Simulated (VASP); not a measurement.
Output of a VASP run:

File OSZICAR:
```
       N       E                     dE             d eps       ncg     rms          rms(c)
DAV:   1     0.634725805403E+02    0.63473E+02   -0.51029E+03   846   0.100E+03
DAV:   2    -0.680890071449E+00   -0.64153E+02   -0.63833E+02   878   0.230E+02
DAV:   3    -0.190158332126E+01   -0.12207E+01   -0.12130E+01  1341   0.335E+01
DAV:   4    -0.193633569051E+01   -0.34752E-01   -0.34732E-01  1216   0.462E+00
DAV:   5    -0.193723687595E+01   -0.90119E-03   -0.90069E-03  1417   0.396E-01    0.216E+00
DAV:   6    -0.193142074142E+01    0.58161E-02   -0.13443E-02  1015   0.140E+00    0.133E+00
DAV:   7    -0.193231543246E+01   -0.89469E-03   -0.21254E-02  1041   0.185E+00    0.106E-01
DAV:   8    -0.193181908634E+01    0.49635E-03   -0.24036E-03  1028   0.529E-01    0.252E-02
DAV:   9    -0.193182633427E+01   -0.72479E-05   -0.11744E-04  1204   0.944E-02    0.550E-03
DAV:  10    -0.193182669395E+01   -0.35968E-06   -0.88899E-06  1213   0.325E-02
   1 F= -.19318267E+01 E0= -.19317987E+01  d E =-.193183E+01
```

OUTCAR:
```
------------------------ aborting loop because EDIFF is reached ----------------------------------------
  FORCE on cell =-STRESS in cart. coord.  units (eV):
  Direction    XX          YY          ZZ          XY          YZ          ZX
  --------------------------------------------------------------------------------------
  Total       -0.0051065     -0.0051065     -0.0051065      0.0000000      0.0000000     -0.0000000
  in kB       -0.1951969     -0.1951969     -0.1951969      0.0000000      0.0000000     -0.0000000
  external PRESSURE =      -0.1951969 kB  Pullay stress =       0.0000000 kB
  volume of cell :       41.91
      direct lattice vectors                 reciprocal lattice vectors
     0.000000000  2.757042346  2.757042346    -0.181353761  0.181353761  0.181353761
     2.757042346  0.000000000  2.757042346     0.181353761 -0.181353761  0.181353761
     2.757042346  2.757042346  0.000000000     0.181353761  0.181353761 -0.181353761
 POSITION                                       TOTAL-FORCE (eV/Angst)
 -----------------------------------------------------------------------------------
      0.00000      0.00000      0.00000         0.000000     -0.000000     -0.000000
 -----------------------------------------------------------------------------------
    total drift:                               -0.000000     -0.000000     -0.000000
  FREE ENERGIE OF THE ION-ELECTRON SYSTEM (eV)
  ---------------------------------------------------
  free  energy   TOTEN  =        -1.9318266939 eV

  energy  without entropy=       -1.9317425847  energy(sigma->0) =       -1.93179866

 reached required accuracy - stopping structural energy minimisation
```
(Selected blocks of OUTCAR.)

### POSCAR
```
Ca
1
   -0.0000000000     2.7570423464     2.7570423464
    2.7570423464     0.0000000000     2.7570423464
    2.7570423464     2.7570423464    -0.0000000000
Ca
1
Direct
  0.0000000000   0.0000000000   0.0000000000
```

Question: Reconstruct the remaining input files.

Answer: One answer among several that fit: the input of the run itself, PW91 GGA, plane waves, VASP's PBE PAW potentials (set 64).

### INCAR
```
SYSTEM = Ca
PREC = Accurate; ENCUT = 520; LREAL = .FALSE.
LASPH = .TRUE.
EDIFF = 1E-6; NELM = 100; ALGO = Normal
ISMEAR = 1; SIGMA = 0.1
GGA = 91
IBRION = 2; NSW = 60; ISIF = 3
EDIFFG = -0.01
LWAVE = .FALSE.; LCHARG = .FALSE.
```

KPOINTS:
```
Automatic mesh
0
Gamma
10 10 10
0 0 0
```

POTCAR, in this order: Ca_sv (PBE.64 set). Program: vasp_std.

The compound is Ca in the fcc structure. It was relaxed first. The start is the result of an earlier pass.
